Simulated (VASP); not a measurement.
Data:

```
CELL_PARAMETERS angstrom
     -2.01701     2.01701     7.01399
      2.01701    -2.01701     7.01399
      2.01701     2.01701    -7.01399
ATOMIC_POSITIONS crystal
  Rb 0.00000 0.00000 0.00000
  As 0.34880 0.34880 0.00000
  As 0.65120 0.65120 0.00000
  Ir 0.75000 0.25000 0.50000
  Ir 0.25000 0.75000 0.50000
```

Level of theory: LDA (Ceperley-Alder, Perdew-Zunger), VASP's LDA PAW potentials (set 64) (plane waves; VASP). Numerical set-up: 300 eV cut-off, 6×6×6 Γ-centred mesh, Gaussian smearing of 0.27 eV, potentials Rb_sv As Ir.

At this cut-off the stress carries a Pulay error, which pulls relaxed volumes low.

Question: Give the force on each atom (eV/Å).

Answer: 
```
atom     Fx     Fy      Fz
----  -----  -----  ------
Rb1   0.000  0.000   0.000
As2   0.000  0.000  -0.090
As3   0.000  0.000   0.090
Ir4   0.000  0.000   0.000
Ir5   0.000  0.000   0.000
```

Question: Give the stress tensor in GPa (positive for a compressed cell).

Answer: 
```
-4.23   0.00   0.00
 0.00  -4.23   0.00
 0.00   0.00  -3.08
```
The pressure is its mean diagonal, -3.85 GPa.

The structure comes from a computed database's Ir2RbAs2 entry (I4/mmm); how it stands against other phases isn't given here. The cell was not relaxed at this level. The k-mesh is coarse (spacing up to 0.37 per Å, 2π included), so the numbers may not be converged in it. The electron count is odd and the run is not spin-polarised, which forces a metal.
